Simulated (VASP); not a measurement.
Elastic constants (GPa) of a crystal from LDA (Ceperley-Alder, Perdew-Zunger), VASP's LDA PAW potentials (set 64) (VASP 6.6.1):

```csv
,xx,yy,zz,yz,xz,xy
xx,450.0,53.0,60.7,0.0,0.0,0.0
yy,53.0,450.0,60.7,0.0,0.0,0.0
zz,60.7,60.7,256.5,0.0,0.0,0.0
yz,0.0,0.0,0.0,87.0,0.0,0.0
xz,0.0,0.0,0.0,0.0,87.0,0.0
xy,0.0,0.0,0.0,0.0,0.0,198.5
```

Finite-difference elastic constants of metals are sensitive to mesh and smearing; shear constants can be off by tens of GPa.

Task: Work out the Voigt, Reuss and Hill moduli, Young's modulus and Poisson's ratio.

Result: All eigenvalues are positive (smallest 87.0 GPa), so the crystal is stable. K_V = (C11+C22+C33+2(C12+C13+C23))/9 = (1156.5 + 2×174.4)/9 = 167.3 GPa; G_V = (1156.5 − 174.4 + 3×372.5)/15 = 140.0 GPa. From the compliances, K_R = 157.3 GPa and G_R = 121.0 GPa. Hill: K = 162.3 GPa, G = 130.5 GPa, E = 9KG/(3K+G) = 308.7 GPa, ν = (3K−2G)/(2(3K+G)) = 0.183. K/G = 1.24, below Pugh's 1.75; universal anisotropy A^U = 0.85.

Task: With a density of 2.78 g/cm³, what are the mean sound speeds?

Result: v_l = √((K+4G/3)/ρ) = 11.00 km/s and v_t = √(G/ρ) = 6.85 km/s. The crystal is MgB2 (AlB2 type), hexagonal.

The compound is MgB2 in the AlB2 type structure. It was relaxed first, which changed the volume by -6 %.
